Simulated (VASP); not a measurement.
Data:

```
CELL_PARAMETERS angstrom
      0.00000     2.52918     2.52918
      2.52918     0.00000     2.52918
      2.52918     2.52918     0.00000
ATOMIC_POSITIONS crystal
  Hf 0.00000 0.00000 0.00000
  O  0.25000 0.25000 0.25000
  O  0.75000 0.75000 0.75000
```

Method: TPSS meta-GGA, VASP's PBE PAW potentials (set 64) (plane waves; VASP). Settings: 520 eV cut-off, 9×9×9 Γ-centred mesh, tetrahedra with Blöchl corrections, potentials Hf_pv O.

Unless said otherwise, spin-orbit coupling is left out, though it shifts the bands of the heavy elements here.

Problem. Give the energies of bands 6 to 14 at the high-symmetry points, in eV from the valence-band maximum.

Solution. 
| band | Γ | X | U | L | W |
|---|---|---|---|---|---|
| 6 | -5.44 | -6.61 | -5.94 | -4.39 | -5.39 |
| 7 | -5.44 | -3.56 | -4.11 | -4.39 | -5.20 |
| 8 | -5.44 | -3.56 | -3.44 | -3.09 | -2.62 |
| 9 | -0.63 | -1.54 | -2.27 | -2.83 | -2.62 |
| 10 | -0.63 | -1.54 | -1.32 | -1.88 | -1.39 |
| 11 | -0.63 | 0.00 | -0.35 | -1.88 | -0.22 |
| 12 | 3.99 | 3.88 | 4.42 | 4.73 | 4.92 |
| 13 | 3.99 | 5.63 | 5.56 | 4.73 | 5.29 |
| 14 | 5.84 | 6.86 | 7.14 | 7.22 | 7.31 |

The gap is direct, 3.88 eV, from the valence maximum at X to the conduction minimum at X.

The compound is HfO2 in the fluorite structure, the high-temperature cubic form, which is unstable at 0 K; the monoclinic form is the stable one. It was relaxed first.
